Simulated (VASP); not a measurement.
An input for Quantum ESPRESSO's pw.x (written as the equivalent of a VASP run, and not itself run):

```
&CONTROL
  calculation = 'vc-relax'
  pseudo_dir = './pseudo'
  outdir = './out'
  tprnfor = .true.
  tstress = .true.
  nstep = 60
  forc_conv_thr = 0.00039
/
&SYSTEM
  ibrav = 0
  nat = 1
  ntyp = 1
  ecutwfc = 74
  occupations = 'smearing'
  smearing = 'methfessel-paxton'
  degauss = 0.00735
  input_dft = 'pbe'
/
&ELECTRONS
  conv_thr = 7.3e-08
  electron_maxstep = 100
/
&IONS
/
&CELL
/
ATOMIC_SPECIES
  W 183.840 W.upf
CELL_PARAMETERS angstrom
    -1.5800000    1.5800000    1.5800000
     1.5800000   -1.5800000    1.5800000
     1.5800000    1.5800000   -1.5800000
ATOMIC_POSITIONS crystal
  W    0.0000000  0.0000000  0.0000000
K_POINTS automatic
  15 15 15 0 0 0
```

Q: Write the VASP files for the same calculation (PBE).

A: One answer among several that fit: 
**INCAR**
```
ALGO = Normal
EDIFF = 1E-6
EDIFFG = -0.01
ENCUT = 520
GGA = PE
IBRION = 2
ISIF = 3
ISMEAR = 1
LASPH = .TRUE.
LCHARG = .FALSE.
LMAXMIX = 6
LREAL = .FALSE.
LWAVE = .FALSE.
NELM = 100
NSW = 60
PREC = Accurate
SIGMA = 0.1
SYSTEM = W
```

File KPOINTS:
```
Automatic mesh
0
Gamma
15 15 15
0 0 0
```

POSCAR:
```
W
1
   -1.5800000000     1.5800000000     1.5800000000
    1.5800000000    -1.5800000000     1.5800000000
    1.5800000000     1.5800000000    -1.5800000000
W
1
Direct
  0.0000000000   0.0000000000   0.0000000000
```

POTCAR, in this order: W_sv (PBE.64 set). Program: vasp_std.

What does not carry over: the potentials are each code's own (VASP's PAW set, PseudoDojo norm-conserving files in pw.x), so ENCUT and ecutwfc are chosen apart and not converted; conv_thr bounds pw.x's estimated SCF error, while EDIFF bounds the energy change between steps; forc_conv_thr acts on force components and is met together with etot_conv_thr.

The compound is W in the bcc structure. This run relaxes it. Symmetry was kept, so distortions that lower it aren't found.
